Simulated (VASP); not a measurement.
Calculation: vdW-DF2, VASP's PBE PAW potentials (set 64) (plane waves; VASP).

VASP input:

File KPOINTS:
```
Automatic mesh
0
Gamma
7 7 7
0 0 0
```

### INCAR
```
ISMEAR = 0   ! Gaussian
EDIFF = 1E-6
LMAXMIX = 4   ! l cut-off of mixed one-centre charges
LREAL = F   ! projection in real space or not
EDIFFG = -0.01   ! ionic stop
IBRION = 2
ALGO = Normal
GGA = ML
ZAB_VDW = -1.8867
SYSTEM = CdS
PREC = Accurate
NSW = 60   ! most ionic steps
LWAVE = F
LCHARG = F
LUSE_VDW = T
ENCUT = 520
LASPH = T
AGGAC = 0.0
SIGMA = 0.05
NELM = 100
ISIF = 3
```

POSCAR:
```
CdS
1.0
  0.0000000000   2.9100000000   2.9100000000
  2.9100000000   0.0000000000   2.9100000000
  2.9100000000   2.9100000000   0.0000000000
Cd S
1 1
Cart
  0.0000000000   0.0000000000   0.0000000000
  1.4550000000   1.4550000000   1.4550000000
```

POTCAR, in this order: Cd S (PBE.64 set). Program: vasp_std.

Energy and stress use the plane-wave basis of the starting cell.

Q: Estimate the energy per atom (σ→0), volume per atom, band gap (on the k-mesh).

A: 
The energy per atom (σ→0) comes out as -0.533 eV/atom and the band gap (on the k-mesh) is 0.65 eV. The volume per atom is 28.02 Å^3/atom.

File OSZICAR:
```
...
DAV:   2    -0.109532189562E+01    0.35066E+00   -0.98017E-01   570   0.149E+01    0.133E+00
DAV:   3    -0.106805467430E+01    0.27267E-01   -0.96430E-02   520   0.330E+00    0.112E+00
DAV:   4    -0.106555596712E+01    0.24987E-02   -0.40287E-03   520   0.763E-01    0.268E-01
DAV:   5    -0.106528640039E+01    0.26957E-03   -0.52068E-04   610   0.323E-01    0.109E-01
DAV:   6    -0.106530963136E+01   -0.23231E-04   -0.10466E-04   525   0.116E-01    0.369E-02
DAV:   7    -0.106530424268E+01    0.53887E-05   -0.27595E-06   610   0.179E-02    0.425E-03
DAV:   8    -0.106530455412E+01   -0.31144E-06   -0.27943E-07   265   0.847E-03
   3 F= -.10653046E+01 E0= -.10653046E+01  d E =-.152320E+00
```

The compound is CdS in the zinc blende structure, a metastable form; wurtzite is the usual one. This run relaxes it. Symmetry was kept, so distortions that lower it aren't found.
